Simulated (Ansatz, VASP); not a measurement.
# PtSe2 (Sudovikovite) in two plane-wave programs, part 2 of 2

Wanted: the spread between two codes on one cell, functional and k mesh. The cell is taken from a series of runs on this material, whose earlier steps may have relaxed, scaled, displaced or heated it; both programs get it as it stands.

VASP 6.6.1 and Ansatz 0.2.0.

So far: Starting point; VASP: zone-centre phonons, PBEsol with D3(BJ).

**3. Ansatz: zone-centre phonons, PBEsol with D3(BJ)**

Level of this step: Ansatz beside VASP: Kohn-Sham DFT, plane waves, PBEsol with D3(BJ) (Ansatz).

Ansatz runs on its PAW soft_1 files.

The same cell, functional, mesh and smearing now go to Ansatz, which takes its cutoff from its data sets.

Contents of input.yaml:

```yaml
crystal:
  lattice:
    - [3.7557665988, 0.0, 0.0]
    - [-1.8778832994, 3.2525892853, 0.0]
    - [0.0, 0.0, 4.7726344108]
  atoms:
    - { symbol: Se, position: [0.3333333333, 0.6666666667, 0.2651092455] }
    - { symbol: Se, position: [0.6666666667, 0.3333333333, 0.7348907545] }
    - { symbol: Pt, position: [0.0, 0.0, 0.0] }
kpoints:
  mp_grid: { grid: [15, 15, 8] }
hamiltonian:
  xc: pbesol
  dispersion: d3bj
  pseudopotentials: { kind: paw, azcp: { folder: soft_1 }, xc_functional: pbe }
scf:
  occupations: { method: methfessel_paxton, width: 0.2 }
output:
  eigenvalues: true
phonons:
  method: dfpt
```

Command:

```
ansatz run input.yaml --threads 4 --pin off --max-ram 10240MiB --backend cpu --events-out ev --progress --plain --runs-dir out
```

Numbers of over 12 decimals in the logs are rounded to 6 here.

Log:

```text
Engine: ansatz 0.2.0, aarch64-unknown-linux-gnu
Pseudopotentials: kind: paw
Pseudopotential: Se, paw, valence charge 16, recommended cutoff 420 eV (normal), soft_1/Se.paw.azcp
Pseudopotential: Pt, paw, valence charge 18, recommended cutoff 420 eV (normal), soft_1/Pt.paw.azcp
Functional definition: PBEsol
  exchange = pbesol_x
  correlation = pbesol_c
Crystal: 3 atoms, lattice volume = 58.302 Å³
Basis set: ecut = 420 eV, 1119 PW (Γ), exchange–correlation on 54×54×64 points (8 copies of the dense FFT grid, shifted against one another)
Bands: 30, of which v1, the nominal top of the filled ones, is band 25 counted from 1 (24 counted from 0)
Symmetry: 12 space group operations
k-points: 488 of 1800 (irreducible under 2 space group operations, time reversal used)
Non-local potential: Se, projectors of the file, l = 0: 2, l = 1: 2, l = 2: 3, l = 3: 1
Non-local potential: Pt, projectors of the file, l = 0: 3, l = 1: 2, l = 2: 2, l = 3: 1
PAW form: soft (Blöchl's): semilocal exchange-correlation on the pseudo side does not see the compensation charge
PAW frozen core: Se, regenerated for the run's functional, and the local potential with it (the file was generated under x = pbe(κ = 0.804, μ = 0.219515), c = pbe(β = 0.066725))
PAW frozen core: Pt, regenerated for the run's functional, and the local potential with it (the file was generated under x = pbe(κ = 0.804, μ = 0.219515), c = pbe(β = 0.066725))
PAW one-centre angular grid: Se, 590 points (default); XC on 64 Gauss nodes
PAW one-centre angular grid: Pt, 590 points (default); XC on 64 Gauss nodes
Initial density: superposition of atomic densities (chi_scale 0.1, normalization cell, long waves kept (reshape's long-wave potential 0.01 eV rms))
Initial wavefunctions: pseudopotential atomic-orbital guess
Functional: x = pbesol(κ = 0.804, μ = 0.123457), c = pbesol(β = 0.046)
SCF iter   1: F=—  HF=-23236.603537 eV  |F-HF|=—  |Δ(HF+E_count)|=         —  Δρ=5.05e-2  dr2=7.65e-1  ethr=3.10e-3  ⟨swp⟩=5.0  Hψ=52936  notcnv=0
preconditioner: auto → Kerker (q_TF=auto, 2.659 Å⁻¹)  [metal: Δε(μ)=0.014 eV  Ē_g=10.142 eV  σ=0.200 eV  W_gap=0.06  n_scr=22 (ndim 8)  ℏωp=22.8 eV  f_vac=0.007  D(μ)=0.59/eV (n_scr^D=2)]
SCF iter   2: F=—  HF=-23236.446834 eV  |F-HF|=—  |Δ(HF+E_count)|=   1.57e-1  S|Δr|=    0.00e0  Δρ=2.52e-2  dr2=2.22e-1  ethr=1.53e-3  ⟨swp⟩=2.0  Hψ=20633  notcnv=0  defer=153
SCF iter   3: F=—  HF=-23236.394634 eV  |F-HF|=—  |Δ(HF+E_count)|=   5.22e-2  S|Δr|=    0.00e0  Δρ=8.47e-3  dr2=3.72e-2  ethr=4.45e-4  ⟨swp⟩=2.0  Hψ=16389  notcnv=0  defer=153
SCF iter   4: F=—  HF=-23236.385930 eV  |F-HF|=—  |Δ(HF+E_count)|=   8.70e-3  S|Δr|=    0.00e0  Δρ=1.45e-3  dr2=2.97e-3  ethr=7.45e-5  ⟨swp⟩=3.0  Hψ=26970  notcnv=0  defer=153
SCF iter   5: F=—  HF=-23236.385526 eV  |F-HF|=—  |Δ(HF+E_count)|=   4.03e-4  S|Δr|=    0.00e0  Δρ=7.84e-4  dr2=7.27e-4  ethr=5.95e-6  ⟨swp⟩=2.0  Hψ=24731  notcnv=0  defer=153
SCF iter   6: F=—  HF=-23236.385282 eV  |F-HF|=—  |Δ(HF+E_count)|=   2.44e-4  S|Δr|=    0.00e0  Δρ=2.81e-4  dr2=8.85e-5  ethr=1.45e-6  ⟨swp⟩=2.0  Hψ=24744  notcnv=0  defer=153
SCF iter   7: F=—  HF=-23236.385286 eV  |F-HF|=—  |Δ(HF+E_count)|=   3.68e-6  S|Δr|=    0.00e0  Δρ=6.08e-5  dr2=3.25e-6  ethr=1.77e-7  ⟨swp⟩=2.0  Hψ=19082  notcnv=0  defer=153
SCF iter   8: F=—  HF=-23236.385288 eV  |F-HF|=—  |Δ(HF+E_count)|=   2.19e-6  S|Δr|=    0.00e0  Δρ=2.77e-5  dr2=6.84e-7  ethr=6.49e-9  ⟨swp⟩=2.0  Hψ=25067  notcnv=0  defer=153
SCF iter   9: F=—  HF=-23236.385288 eV  |F-HF|=—  |Δ(HF+E_count)|=   6.79e-8  S|Δr|=    0.00e0  Δρ=1.05e-5  dr2=7.47e-8  ethr=1.37e-9  ⟨swp⟩=2.0  Hψ=18996  notcnv=0  defer=153
SCF iter  10: F=—  HF=-23236.385288 eV  |F-HF|=—  |Δ(HF+E_count)|=   1.31e-8  S|Δr|=    0.00e0  Δρ=4.43e-6  dr2=9.90e-9  ethr=1.49e-10  ⟨swp⟩=2.0  Hψ=19690  notcnv=0  defer=153
SCF iter  11: F=—  HF=-23236.385288 eV  |F-HF|=—  |Δ(HF+E_count)|=   2.32e-9  S|Δr|=    0.00e0  Δρ=1.13e-6  dr2=7.60e-10  ethr=1.98e-11  ⟨swp⟩=2.3  Hψ=22716  notcnv=0  defer=153
SCF iter  12: F=—  HF=-23236.385288 eV  |F-HF|=—  |Δ(HF+E_count)|=  4.29e-10  S|Δr|=    0.00e0  Δρ=5.15e-7  dr2=8.86e-11  ethr=1.52e-12  ⟨swp⟩=2.5  Hψ=24227  notcnv=0  defer=153
SCF iter  13: F=-23236.385288 eV  HF=-23236.385288 eV  |F-HF|=7.28e-12  |Δ(HF+E_count)|=  4.37e-11  S|Δr|=    0.00e0  Δρ=9.78e-8  dr2=4.36e-12  ethr=1.00e-12  ⟨swp⟩=6.0  Hψ=72525  notcnv=0
SCF 1 converged in 13 iterations: F = -23236.385288 eV  dr2 = 4.36e-12
  greatest PAW one-centre occupation: 1.000 electrons in one spin orbital (limit 2), on the Pt atom at site 2 (counted from 0), in its partial waves of l = 0
DFPT response loops at Γ: preconditioner auto → Kerker (q_TF=auto, 2.659 Å⁻¹) (partly filled bands, converged f_vac=0.015); β = 1.00, the filter's whole step (`scf.mixing.beta` (0.50) is not read by the response loops under this deck's `scf.mixing.preconditioner`; to damp them name `kerker` or `kerker_dos`, under which they read `scf.mixing.beta`, and type it under 1.00, their step now; both keys bind the ground state too); Broyden in place of MSR1
SCF converged after 13 iterations
Stability not checked: this state was not tested for a lower state beside it, because cold or Methfessel-Paxton smearing, or corrected tetrahedra, fill the levels in a way that the test cannot read (fill_not_monotonic; see scf.lower_state_search)
Free energy (F): -23236.385288 eV
Harris-Foulkes:  -23236.385288 eV  (|F-HF|=7.28e-12)
Internal energy: -23236.386656 eV  (E = F + TS)
E sigma→0 (E₀):  -23236.385630 eV
Entropy (-TS):   0.001368 eV (0.456 meV/atom)
Fermi energy:    13.524354 eV
--- Per-component energies (eV) ---
  E_band       = -946.241744
  E_kinetic    = 818.454576
  E_local      = -6827.864540  (includes V_loc(G=0)·N_el)
  E_nonlocal   = -497.244898
  E_hartree    = 3356.656058
  E_xc         = -400.721431
  E_vxc        = -452.387498  (∫ρ·V_xc dr)
  E_paw        = -13519.401274  (= ΣΔE_a)
  E_vpaw       = -700.511891  (= ΣTr[D̂ρ^β])
  E_aug_tail   = 0.000376  (compensation charges beyond the density's cutoff)
  E_ewald      = -6167.231752
  E_disp       = -1.337705  (pairwise vdW)
  E_core_change = 2.303935  (= ΣΔE_core)
  E_smearing   = 0.001368  (= −TS)
  E_closure    = -0.000000  (closes the sum)
  Σ components = -23236.385288   (vs F -23236.385288, Δ=0.00e0)
--- Band table (eV; the first three rows and the last of 488) ---
  k-point 0: bands = [... 21 lower, 11.0536, 12.5136, 12.5136, 14.3815, 14.6293, 14.6293, 16.7009, 17.6724, ... 1 higher]
  k-point 1: bands = [... 21 lower, 11.0432, 12.3797, 12.3797, 13.8989, 14.8285, 14.8285, 16.8761, 18.1348, ... 1 higher]
  k-point 2: bands = [... 21 lower, 10.9904, 12.1065, 12.1065, 12.9492, 15.2832, 15.2832, 17.3857, 19.0101, ... 1 higher]
  k-point 487: bands = [... 21 lower, 10.1961, 10.4259, 10.9975, 12.2372, 14.3058, 14.8170, 18.2047, 20.4357, ... 1 higher]
--- Phonons (Γ-DFPT): 4 representative perturbations + reference, on 488 of 1800 k-points (Σ response iterations 12) ---
  k mesh reduced under 2 symmetry operations, with k and −k counted as one. Each operation leaves every solved perturbation unchanged. A smaller set is not used because it would not reduce the number of displacements times k-points to solve
  ASR residual: 1.526e-4 → 0.000e0 eV/Å²; symmetrization residual: 1.881e-5 eV/Å²
  pairwise dispersion correction: d3bj (s6 = 1.0, s8 = 2.9491, a1 = 0.4466, a2_bohr = 6.1742), with the weights of each atom's references fixed at the reference crystal's, and the forces and stress that the weights' published response gives there kept as a pressure on the atom's counted neighbours (hamiltonian.dispersion)
  ASR residual per site (eV/Å²): 3.82e-5 3.82e-5 1.53e-4
  Γ frequencies (cm⁻¹): 0.00 0.00 0.00 163.76 163.76 206.85 215.60 215.60 218.78
  non-analytic LO–TO correction: not included (Born effective charges unavailable; polar crystals: no LO–TO splitting at Γ)
```

**4. Comparison**

Known differences besides the potentials themselves: the data sets hold 50 valence electrons in Ansatz (on its PAW soft_1 files) and 22 in VASP; the cutoff is 420 eV in Ansatz and 500 eV in VASP; Ansatz makes its cores anew for this functional, VASP keeps those of its PBE data sets; Ansatz takes the dispersion share of the force constants at frozen C6 weights, VASP differentiates the full forces; VASP uses finite displacements, Ansatz perturbation theory. Total energies have different zeros and are not compared.

Compared:

| quantity | Ansatz | VASP | difference |
| --- | --- | --- | --- |
| optical mode 1 to 2 (cm⁻¹) | 163.8 | 164.1 | -0.19 % |
| optical mode 3 (cm⁻¹) | 206.8 | 207.2 | -0.18 % |
| optical mode 4 to 5 (cm⁻¹) | 215.6 | 216.6 | -0.46 % |
| optical mode 6 (cm⁻¹) | 218.8 | 219.3 | -0.25 % |

Modes are paired by rising frequency, not by their patterns, so a pair may set unlike modes beside each other; they are those without the splitting of longitudinal modes.

**5. Outcome**

| Quantity | Value |
| --- | --- |
| r.m.s. difference of the optical zone-centre modes, each program's sorted by frequency (zone-centre phonons, PBEsol with D3(BJ)) | 0.66 cm⁻¹ |

What this shows: The r.m.s. difference of the optical zone-centre modes, each program's sorted by frequency is 0.66 cm⁻¹ (zone-centre phonons, PBEsol with D3(BJ)). The data sets hold unlike numbers of valence electrons (50 in Ansatz and 22 in VASP), so part of the differences comes from the potentials. How closely two codes agree says nothing of how well the functional describes the real material.

[Lines on the potential files, build, host, timing and source positions are cut from VASP's logs without a mark.]

[Logs are printed without paths, hosts, clocks, repeated set-up lines and the standing remarks that a program may print on its own settings, such as how far it seeks lower states.]

[Hosts, paths, dates, database ids (printed as entryN), source tags and the programs' standing remarks are cut or masked in the printed files.]
